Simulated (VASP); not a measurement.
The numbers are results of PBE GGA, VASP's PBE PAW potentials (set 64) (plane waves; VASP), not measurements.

A VASP calculation is set up with these files.

POSCAR:
```
V
1
   -1.4976857801     1.4976857801     1.4976857801
    1.4976857801    -1.4976857801     1.4976857801
    1.4976857801     1.4976857801    -1.4976857801
V
1
Direct
  0.0000000000   0.0000000000   0.0000000000
```

File KPOINTS:
```
Regular mesh
0
Gamma
 15 15 15
0 0 0
```

### INCAR
```
ALGO  =  Normal
EDIFF  =  1E-6
EDIFFG  =  -0.01
ENCUT  =  480
GGA  =  PE
IBRION  =  2
ISIF  =  3
ISMEAR  =  1
LASPH  =  .True.
LCHARG  =  .False.
LMAXMIX  =  4
LREAL  =  .False.
LWAVE  =  .False.
NELM  =  100
NSW  =  60
PREC  =  Accurate
SIGMA  =  0.1
SYSTEM  =  V
```

POTCAR, in this order: V_sv (PBE.64 set). Program: vasp_std.

What VASP printed:

### OSZICAR
```
       N       E                     dE             d eps       ncg     rms          rms(c)
DAV:   1     0.796705088656E+02    0.79671E+02   -0.70439E+03  2408   0.134E+03
DAV:   2    -0.901413935910E+01   -0.88685E+02   -0.86733E+02  2470   0.351E+02
DAV:   3    -0.103709079461E+02   -0.13568E+01   -0.13417E+01  2542   0.517E+01
DAV:   4    -0.103794196793E+02   -0.85117E-02   -0.85057E-02  2446   0.429E+00
DAV:   5    -0.103795090669E+02   -0.89388E-04   -0.89386E-04  2504   0.440E-01    0.184E+01
DAV:   6    -0.902016324449E+01    0.13593E+01   -0.55351E+00  2410   0.352E+01    0.173E+00
DAV:   7    -0.900260716321E+01    0.17556E-01   -0.19372E-02  2414   0.213E+00    0.981E-01
DAV:   8    -0.899438846425E+01    0.82187E-02   -0.62348E-03  2428   0.132E+00    0.453E-02
DAV:   9    -0.899441839402E+01   -0.29930E-04   -0.55981E-05  2416   0.125E-01    0.273E-02
DAV:  10    -0.899442313734E+01   -0.47433E-05   -0.69241E-06  2432   0.334E-02    0.307E-03
DAV:  11    -0.899442374557E+01   -0.60823E-06   -0.45089E-07  1202   0.105E-02
   1 F= -.89944237E+01 E0= -.89948361E+01  d E =-.899442E+01
       N       E                     dE             d eps       ncg     rms          rms(c)
DAV:   1    -0.899561268922E+01   -0.11896E-02   -0.25159E-02  2400   0.280E+00    0.377E-01
DAV:   2    -0.899443769509E+01    0.11750E-02   -0.53380E-03  2404   0.107E+00    0.755E-02
DAV:   3    -0.899442539942E+01    0.12296E-04   -0.15324E-05  2400   0.567E-02    0.443E-02
DAV:   4    -0.899441838883E+01    0.70106E-05   -0.11293E-05  2404   0.460E-02    0.273E-03
DAV:   5    -0.899441810515E+01    0.28368E-06   -0.18772E-07  1200   0.643E-03
   2 F= -.89944181E+01 E0= -.89948340E+01  d E =0.564043E-05
       N       E                     dE             d eps       ncg     rms          rms(c)
DAV:   1    -0.899484617412E+01   -0.42779E-03   -0.87216E-03  2400   0.165E+00    0.221E-01
DAV:   2    -0.899443739848E+01    0.40878E-03   -0.18511E-03  2404   0.627E-01    0.439E-02
DAV:   3    -0.899443270020E+01    0.46983E-05   -0.52841E-06  2384   0.330E-02    0.258E-02
DAV:   4    -0.899443145622E+01    0.12440E-05   -0.39206E-06  2354   0.271E-02    0.163E-03
DAV:   5    -0.899443166476E+01   -0.20855E-06   -0.67146E-08  1200   0.385E-03
   3 F= -.89944317E+01 E0= -.89948454E+01  d E =-.791919E-05
```

**OUTCAR**
```
------------------------ aborting loop because EDIFF is reached ----------------------------------------
  FORCE on cell =-STRESS in cart. coord.  units (eV):
  Direction    XX          YY          ZZ          XY          YZ          ZX
  --------------------------------------------------------------------------------------
  Total       -0.0012313     -0.0012313     -0.0012313      0.0000000      0.0000000     -0.0000000
  in kB       -0.1469456     -0.1469456     -0.1469456      0.0000000      0.0000000     -0.0000000
  external PRESSURE =      -0.1469456 kB  Pullay stress =       0.0000000 kB
  volume of cell :       13.42
      direct lattice vectors                 reciprocal lattice vectors
    -1.497214672  1.497214672  1.497214672     0.000000000  0.333953447  0.333953447
     1.497214672 -1.497214672  1.497214672     0.333953447  0.000000000  0.333953447
     1.497214672  1.497214672 -1.497214672     0.333953447  0.333953447  0.000000000
 POSITION                                       TOTAL-FORCE (eV/Angst)
 -----------------------------------------------------------------------------------
      0.00000     -0.00000      0.00000         0.000000      0.000000      0.000000
 -----------------------------------------------------------------------------------
    total drift:                                0.000000     -0.000000     -0.000000
  FREE ENERGIE OF THE ION-ELECTRON SYSTEM (eV)
  ---------------------------------------------------
  free  energy   TOTEN  =        -8.9944316648 eV

  energy  without entropy=       -8.9956730050  energy(sigma->0) =       -8.99484544

 reached required accuracy - stopping structural energy minimisation
```
(Selected blocks of OUTCAR.)

CONTCAR:
```
V
   1.00000000000000
    -1.4972146716210291    1.4972146716210291    1.4972146716210291
     1.4972146716210291   -1.4972146716210291    1.4972146716210291
     1.4972146716210291    1.4972146716210291   -1.4972146716210291
  V
     1
Direct
     0.0000000000000000    0.0000000000000000    0.0000000000000000
```

The compound is V in the bcc structure. This run relaxes it. Symmetry was kept, so distortions that lower it aren't found. The start is the result of an earlier pass. The run is not spin-polarised, so no magnetic state was tried.
